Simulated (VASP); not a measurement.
Wanted: the native input for a VASP 6.6.1 run.

- Task: single point
- Functional: PBE
- Dispersion: D3(BJ)
- Potentials or basis: VASP PAW PBE potentials, release 64 (Be, N)
- Cutoff: 520 eV
- k mesh: 4 × 4 × 1
- Occupations: gaussian, width 0.15 eV
- Spin: no spin polarisation
- Dipole correction: no
- Further INCAR settings: LREAL = Auto; ALGO = Fast; EDIFF = 1e-06; NBANDS = 52

The structure of Be27N2 lies in POSCAR:

```
Be27N2
1.0
    6.8700000000      0.0000000000      0.0000000000
    3.4350000000      5.9495950000      0.0000000000
    0.0000000000      0.0000000000     14.5884300000
Be N
27 2
Direct
    0.0000000000      0.0000000000      0.0685474722
    0.3333333333      0.0000000000      0.0685474722
    0.6666666667      0.0000000000      0.0685474722
    0.0000000280      0.3333332773      0.0685474722
    0.3333333613      0.3333332773      0.0685474722
    0.6666666947      0.3333332773      0.0685474722
   -0.0000000280      0.6666667227      0.0685474722
    0.3333333053      0.6666667227      0.0685474722
    0.6666666387      0.6666667227      0.0685474722
   -0.1109216598      0.2221094041      0.1933654958
    0.2221666080      0.2223453865      0.1934117654
    0.5554919269      0.2220510808      0.1933917495
   -0.1111041924      0.5554724313      0.1933329358
    0.2223463218      0.5555201657      0.1934570067
    0.5553905654      0.5557201793      0.1934013461
   -0.1112485872      0.8890299256      0.1934546075
    0.2221832689      0.8887705802      0.1933885278
    0.5556857797      0.8889297507      0.1933604233
    0.0000189168      0.0000011766      0.3182559055
    0.3333667866     -0.0000517682      0.3182507645
    0.6666181798      0.0000110932      0.3183812103
   -0.0000058134      0.3333694142      0.3181076374
    0.3333671399      0.3332951234      0.3183990327
    0.6666741357      0.3332406660      0.3180939964
   -0.0000464846      0.6666225180      0.3183559848
    0.3333091036      0.6667107593      0.3183272635
    0.6666916926      0.6667403411      0.3180267513
    0.6866265405      0.4482834546      0.5796769083
    0.8510648833      0.4379197239      0.5714929571
```

The cell was built by a generator and needn't be a form met in nature.

One way to write it, as run:

INCAR

```
PREC = Accurate
ENCUT = 520
EDIFF = 1E-6
ISMEAR = 0
SIGMA = 0.15
LREAL = Auto
LASPH = True
NELM = 80
ALGO = Fast
ISIF = 2
LWAVE = False
LCHARG = True
GGA = PE
IVDW = 12
LELF = True
LVHAR = True
NBANDS = 52
```

KPOINTS

```
Automatic mesh
0
Gamma
  4 4 1
```

Potentials or basis: VASP PAW PBE potentials, release 64 (Be, N).

Launch:

```console
$ cat potpaw_PBE.64/Be/POTCAR potpaw_PBE.64/N/POTCAR > POTCAR
$ mpirun -np 1 vasp_std > vasp.out
```

Results of the run:

```
Largest force              : 1.735 eV/Å
Band gap on the k mesh     : none (metal or under the smearing width)
Dispersion energy per atom : -0.209 eV
```

Caveat: the standard files for N, O and F lose accuracy on very short bonds.

Run time: 10 min on 1 thread of AMD EPYC 9R45 (Zen 5) (shared host), peak memory 0.66 GiB.
